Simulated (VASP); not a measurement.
Data:

```yaml
crystal:
  lattice:
    - [-2.17616, 2.17616, 5.21029]
    - [2.17616, -2.17616, 5.21029]
    - [2.17616, 2.17616, -5.21029]
  atoms:
    - { symbol: Sr, position: [0.00000, 0.00000, 0.00000] }
    - { symbol: Ga, position: [0.38211, 0.38211, 0.00000] }
    - { symbol: Ga, position: [0.61789, 0.61789, 0.00000] }
    - { symbol: Ga, position: [0.75000, 0.25000, 0.50000] }
    - { symbol: Ga, position: [0.25000, 0.75000, 0.50000] }
```

Method: LDA (Ceperley-Alder, Perdew-Zunger), VASP's LDA PAW potentials (set 64) (plane waves; VASP). Numerical set-up: 400 eV cut-off, Gaussian smearing of 0.050 eV, potentials Sr_sv Ga_d.

**Question.** Give the energies of bands 26 to 36 at the high-symmetry points, in eV from the Fermi level.

**Answer.** 
| band | Γ | X | P | N | M | S | R |
|---|---|---|---|---|---|---|---|
| 26 | -5.37 | -6.72 | -6.71 | -8.63 | -8.30 | -8.43 | -7.71 |
| 27 | -5.00 | -6.70 | -6.71 | -5.23 | -3.28 | -6.08 | -6.59 |
| 28 | -2.85 | -6.34 | -6.46 | -4.19 | -2.67 | -2.49 | -5.13 |
| 29 | -2.62 | -3.46 | -3.17 | -1.59 | -2.67 | -1.84 | -3.71 |
| 30 | -2.62 | -2.51 | -2.29 | -0.41 | -0.10 | -1.42 | -2.29 |
| 31 | -0.25 | -2.03 | -2.29 | -0.32 | -0.01 | -0.33 | -1.90 |
| 32 | 0.55 | 1.26 | 0.20 | 0.15 | 1.59 | 0.19 | 1.19 |
| 33 | 0.55 | 2.20 | 3.09 | 0.64 | 1.59 | 0.89 | 2.16 |
| 34 | 1.29 | 2.58 | 3.09 | 0.72 | 1.78 | 2.11 | 2.77 |
| 35 | 3.33 | 4.29 | 4.49 | 1.83 | 2.60 | 2.45 | 4.55 |
| 36 | 3.77 | 4.87 | 4.75 | 4.20 | 2.68 | 2.94 | 4.59 |

It has no gap at this level: it comes out as a metal or semimetal.

The structure comes from a measured SrGa4 entry (I4/mmm) of the Crystallography Open Database, whose conditions weren't checked. It was relaxed first, which changed the volume by -7 %.
